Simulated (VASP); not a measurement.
OSZICAR of a VASP run on KCl (rock salt):

**OSZICAR**
```
       N       E                     dE             d eps       ncg     rms          rms(c)
DAV:   1     0.962237676508E+02    0.96224E+02   -0.63538E+03   480   0.975E+02
DAV:   2    -0.136594415198E+01   -0.97590E+02   -0.92432E+02   652   0.258E+02
DAV:   3    -0.663766362332E+01   -0.52717E+01   -0.52466E+01   608   0.565E+01
DAV:   4    -0.682875025697E+01   -0.19109E+00   -0.19094E+00   836   0.934E+00
DAV:   5    -0.682968526375E+01   -0.93501E-03   -0.93499E-03   628   0.738E-01    0.359E+00
DAV:   6    -0.648302779626E+01    0.34666E+00   -0.62188E-01   592   0.412E+00    0.271E+00
DAV:   7    -0.646202495496E+01    0.21003E-01   -0.12176E-01   600   0.207E+00    0.155E+00
DAV:   8    -0.647061736812E+01   -0.85924E-02   -0.19842E-02   708   0.113E+00    0.177E-01
DAV:   9    -0.647136458835E+01   -0.74722E-03   -0.96354E-04   628   0.220E-01    0.981E-02
DAV:  10    -0.647190579937E+01   -0.54121E-03   -0.50110E-04   556   0.167E-01    0.100E-02
DAV:  11    -0.647192442204E+01   -0.18623E-04   -0.22756E-05   648   0.325E-02    0.561E-03
DAV:  12    -0.647192880051E+01   -0.43785E-05   -0.67664E-06   576   0.187E-02    0.328E-03
DAV:  13    -0.647192883621E+01   -0.35700E-07   -0.51446E-07   464   0.594E-03
   1 F= -.64719288E+01 E0= -.64716052E+01  d E =-.647246E-03
```

Problem. Which electronic solver shows in the log?

Solution. It is blocked Davidson (ALGO = Normal, or the opening steps of other solvers). The INCAR had ALGO = Normal.

Problem. Can the final energy be trusted as converged?

Solution. The run converged. It stopped with EDIFF = 1E-6, NELM = 100 (PBE GGA, plane waves, VASP's PBE PAW potentials (set 64)). The cell is charged, with a uniform compensating background.

The compound is KCl in the rock salt structure. The cell was not relaxed at this level. The run is one of a series of settings (NELECT = 16.1 against the base run), some of them coarse on purpose.
